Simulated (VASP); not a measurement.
A cell of GaN (zinc blende) near equilibrium:

```yaml
crystal:
  lattice:
    - [0.00000, 2.25271, 2.25271]
    - [2.25271, 0.00000, 2.25271]
    - [2.25271, 2.25271, 0.00000]
  atoms:
    - { symbol: Ga, position: [0.00000, 0.00000, 0.00000] }
    - { symbol: N, position: [0.25000, 0.25000, 0.25000] }
```

All values below come from r2SCAN meta-GGA, VASP's PBE PAW potentials (set 64) (plane waves; VASP 6.6.1).

| run | ΔE (meV/atom) | σxx | σyy | σzz | largest shear component, with its sign (GPa) | gap (eV) |
|---|---|---|---|---|---|---|
| as it is | 0.0 | 0.18 | 0.18 | 0.18 | 0.00 | 2.13 |
| after one change | 1.6 | 0.24 | 0.21 | 0.24 | -3.01 | 2.09 |
Stress is in GPa, positive when the cell is compressed; gaps are those on the k-mesh, and 0.00 means metallic.

Name the change that produced these shifts.
A. uniaxial strain of +1.0 % along y
B. isotropic strain of -2.0 %
C. isotropic strain of +3.0 %
D. shear strain γ_xz = +1.5 %

D, shear strain γ_xz = +1.5 %

The compound is GaN in the zinc blende structure, a metastable form; wurtzite is the usual one.
